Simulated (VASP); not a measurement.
An input for Quantum ESPRESSO's pw.x (written as the equivalent of a VASP run, and not itself run):

```
&CONTROL
  calculation = 'scf'
  pseudo_dir = './pseudo'
  outdir = './out'
  tprnfor = .true.
  tstress = .true.
/
&SYSTEM
  ibrav = 0
  nat = 2
  ntyp = 2
  ecutwfc = 90
  occupations = 'smearing'
  smearing = 'methfessel-paxton'
  degauss = 0.00735
  input_dft = 'pbe'
  nspin = 2
  starting_magnetization(1) = 0.3
/
&ELECTRONS
  conv_thr = 7.3e-08
  electron_maxstep = 100
/
ATOMIC_SPECIES
  Fe 55.845 Fe.upf
  Pt 195.084 Pt.upf
CELL_PARAMETERS angstrom
     2.7200000    0.0000000    0.0000000
     0.0000000    2.7200000    0.0000000
     0.0000000    0.0000000    3.7100000
ATOMIC_POSITIONS crystal
  Fe   0.0000000  0.0000000  0.0000000
  Pt   0.5000000  0.5000000  0.5000000
K_POINTS automatic
  12 12 9 0 0 0
```

**Question.** Translate this input to VASP (INCAR, KPOINTS, POSCAR, choice of POTCAR).

**Answer.** Several could match; the one computed here: 
**INCAR**
```
SYSTEM=FePt
PREC=Accurate; ENCUT=400; LREAL=.FALSE.
LASPH=.TRUE.
EDIFF=1E-6; NELM=100; ALGO=Normal
LMAXMIX=6
ISMEAR=1; SIGMA=0.1
GGA=PE
MAGMOM=3.0 0.0
ISPIN=2
ISIF=2
LWAVE=.FALSE.; LCHARG=.FALSE.; LORBIT=10
```

File KPOINTS:
```
Automatic mesh
0
Gamma
12 12 9
0 0 0
```

File POSCAR:
```
FePt
3.710
  0.7331536388   0.0000000000   0.0000000000
  0.0000000000   0.7331536388   0.0000000000
  0.0000000000   0.0000000000   1.0000000000
Fe Pt
1 1
Direct
  0.0000000000   0.0000000000   0.0000000000
  0.5000000000   0.5000000000   0.5000000000
```

POTCAR, in this order: Fe Pt (PBE.64 set). Program: vasp_std.

The two are equivalent in intent, not identical: the potentials are each code's own (VASP's PAW set, PseudoDojo norm-conserving files in pw.x), so ENCUT and ecutwfc are chosen apart and not converted; conv_thr bounds pw.x's estimated SCF error, while EDIFF bounds the energy change between steps; starting_magnetization is a fraction of the valence charge and MAGMOM a moment in μB, so they match only roughly.

The compound is FePt in the L1_0 structure. The cell was not relaxed at this level.
